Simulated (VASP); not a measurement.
Computed with PBE GGA, VASP's PBE PAW potentials (set 64) (plane waves; VASP).

VASP ran on this input.

INCAR:
```
# general
SYSTEM  = Al2Au
PREC    = Accurate
ENCUT   = 300
LREAL   = .FALSE.   # projection in real space or not
LASPH   = .TRUE.   # aspherical one-centre terms

# electronic loop
EDIFF   = 1E-6   # SCF stop (eV)
NELM    = 100
ALGO    = Normal   # blocked Davidson
LMAXMIX = 6   # l cut-off of mixed one-centre charges

# smearing
ISMEAR  = -1   # Fermi-Dirac
SIGMA   = 0.1

# functional
GGA     = PE   # PBE

# ions
ISIF    = 2

# output
LWAVE   = .FALSE.
LCHARG  = .FALSE.
```

KPOINTS:
```
K-points
0
G
  9 9 9
```

### POSCAR
```
Al2Au
6.0863340
  0.0000000000   0.5000000000   0.5000000000
  0.5000000000   0.0000000000   0.5000000000
  0.5000000000   0.5000000000   0.0000000000
Al Au
2 1
Direct
  0.2500000000   0.2500000000   0.2500000000
  0.7500000000   0.7500000000   0.7500000000
  0.0000000000   0.0000000000   0.0000000000
```

POTCAR, in this order: Al Au (PBE.64 set). Program: vasp_std.

The resulting files:

OUTCAR:
```
 ion  position               nearest neighbor table
   1  0.250  0.250  0.250-   3 2.64   3 2.64   3 2.64   3 2.64   2 3.04   2 3.04   2 3.04   2 3.04
                             2 3.04   2 3.04
   2  0.750  0.750  0.750-   3 2.64   3 2.64   3 2.64   3 2.64   1 3.04   1 3.04   1 3.04   1 3.04
                             1 3.04   1 3.04
   3  0.000  0.000  0.000-   2 2.64   2 2.64   2 2.64   1 2.64   1 2.64   1 2.64   2 2.64   1 2.64
  LATTYP: Found a face centered cubic cell.
 ALAT       =     6.0863340000
 Subroutine PRICEL returns:
 Original cell was already a primitive cell.
 Subroutine GETGRP returns: Found 48 space group operations
The static configuration has the point symmetry O_h .
The dynamic configuration has the point symmetry O_h .
 Subroutine INISYM returns: Found 48 space group operations
 Subroutine IBZKPT returns following result:
 Found     35 irreducible k-points:

 Following reciprocal coordinates:
            Coordinates               Weight
  0.000000  0.000000  0.000000      1.000000
  0.111111  0.000000  0.000000      8.000000
  0.222222  0.000000  0.000000      8.000000
  0.333333  0.000000  0.000000      8.000000
  0.444444  0.000000  0.000000      8.000000
  0.111111  0.111111  0.000000      6.000000
  0.222222  0.111111  0.000000     24.000000
  0.333333  0.111111  0.000000     24.000000
  0.444444  0.111111  0.000000     24.000000
 -0.444444  0.111111  0.000000     24.000000
 -0.333333  0.111111  0.000000     24.000000
 -0.222222  0.111111  0.000000     24.000000
 -0.111111  0.111111  0.000000     12.000000
  0.222222  0.222222  0.000000      6.000000
  0.333333  0.222222  0.000000     24.000000
  0.444444  0.222222  0.000000     24.000000
 -0.444444  0.222222  0.000000     24.000000
 -0.333333  0.222222  0.000000     24.000000
 -0.222222  0.222222  0.000000     12.000000
  0.333333  0.333333  0.000000      6.000000
  0.444444  0.333333  0.000000     24.000000
...
```

**OSZICAR**
```
       N       E                     dE             d eps       ncg     rms          rms(c)
DAV:   1     0.368387302569E+02    0.36839E+02   -0.50207E+03   908   0.723E+02
DAV:   2    -0.120366899272E+02   -0.48875E+02   -0.45044E+02   988   0.155E+02
DAV:   3    -0.132358936418E+02   -0.11992E+01   -0.11909E+01  1072   0.238E+01
DAV:   4    -0.132436057361E+02   -0.77121E-02   -0.77094E-02   972   0.233E+00
DAV:   5    -0.132437183427E+02   -0.11261E-03   -0.11260E-03  1080   0.282E-01    0.862E+00
DAV:   6    -0.121404319244E+02    0.11033E+01   -0.63072E+00   960   0.279E+01    0.412E+00
DAV:   7    -0.120673749845E+02    0.73057E-01   -0.29243E-01   892   0.611E+00    0.185E+00
DAV:   8    -0.120411670714E+02    0.26208E-01   -0.27743E-02   968   0.125E+00    0.411E-01
DAV:   9    -0.120400343095E+02    0.11328E-02   -0.38577E-03   984   0.739E-01    0.191E-01
DAV:  10    -0.120401887126E+02   -0.15440E-03   -0.25502E-04   904   0.122E-01    0.351E-02
DAV:  11    -0.120401847415E+02    0.39711E-05   -0.67127E-06  1044   0.211E-02    0.136E-02
DAV:  12    -0.120401867583E+02   -0.20167E-05   -0.50434E-06   896   0.152E-02    0.366E-03
DAV:  13    -0.120401868384E+02   -0.80141E-07   -0.13158E-07   548   0.346E-03
   1 F= -.12040187E+02 E0= -.12023259E+02  d E =-.338548E-01
```

File OUTCAR:
```
------------------------ aborting loop because EDIFF is reached ----------------------------------------
  FORCE on cell =-STRESS in cart. coord.  units (eV):
  Direction    XX          YY          ZZ          XY          YZ          ZX
  --------------------------------------------------------------------------------------
  Total       -0.5892761     -0.5892761     -0.5892761      0.0000000      0.0000000      0.0000000
  in kB      -16.7502798    -16.7502798    -16.7502798      0.0000000      0.0000000      0.0000000
  external PRESSURE =     -16.7502798 kB  Pullay stress =       0.0000000 kB
  volume of cell :       56.36
      direct lattice vectors                 reciprocal lattice vectors
     0.000000000  3.043167000  3.043167000    -0.164302518  0.164302518  0.164302518
     3.043167000  0.000000000  3.043167000     0.164302518 -0.164302518  0.164302518
     3.043167000  3.043167000  0.000000000     0.164302518  0.164302518 -0.164302518
 POSITION                                       TOTAL-FORCE (eV/Angst)
 -----------------------------------------------------------------------------------
      1.52158      1.52158      1.52158        -0.000000     -0.000000     -0.000000
      4.56475      4.56475      4.56475         0.000000      0.000000      0.000000
      0.00000      0.00000      0.00000         0.000000     -0.000000      0.000000
 -----------------------------------------------------------------------------------
    total drift:                               -0.000000      0.000000      0.000000
  FREE ENERGIE OF THE ION-ELECTRON SYSTEM (eV)
  ---------------------------------------------------
  free  energy   TOTEN  =       -12.0401868384 eV

  energy  without entropy=      -12.0063319931  energy(sigma->0) =      -12.02325942
```
(Selected blocks of OUTCAR.)

At this cut-off the stress carries a Pulay error, which pulls relaxed volumes low.

The structure comes from a computed database's Al2Au entry; how it stands against other phases isn't given here. The cell was not relaxed at this level. The electron count is odd and the run is not spin-polarised, which forces a metal.
